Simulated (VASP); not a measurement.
Input of a VASP 6.6.1 run:

File INCAR:

```
  PREC = Accurate
  ENCUT = 520
  EDIFF = 1E-7
  ISMEAR = 0
  SIGMA = 0.1
  LREAL = F
  LASPH = T
  NELM = 60
  ALGO = Fast
  ISIF = 2
  LWAVE = F
  LCHARG = T
  LELF = T
  LVHAR = T
  NBANDS = 18
```

File KPOINTS:

```
regular mesh
0
Gamma
  6 6 6
```

Contents of POSCAR:

```
ScCd
1.0
    3.5262555900      0.0000000000      0.0000000000
    0.0000000000      3.5262555900      0.0000000000
    0.0000000000      0.0000000000      3.5262555900
Sc Cd
1 1
Direct
    0.5000000000      0.5000000000      0.5000000000
    0.0000000000      0.0000000000      0.0000000000
```

Potentials or basis: VASP PAW LDA potentials, release 64 (Sc_sv, Cd).

Launch:

```sh
$ cat potpaw_LDA.64/Sc_sv/POTCAR potpaw_LDA.64/Cd/POTCAR > POTCAR
$ mpirun -np 1 vasp_std > vasp.out
```

(1) Estimate the pressure.

(2) Predict the band gap on the k mesh.

Results:

(1) -5.2 GPa.

(2) none (metal or under the smearing width).
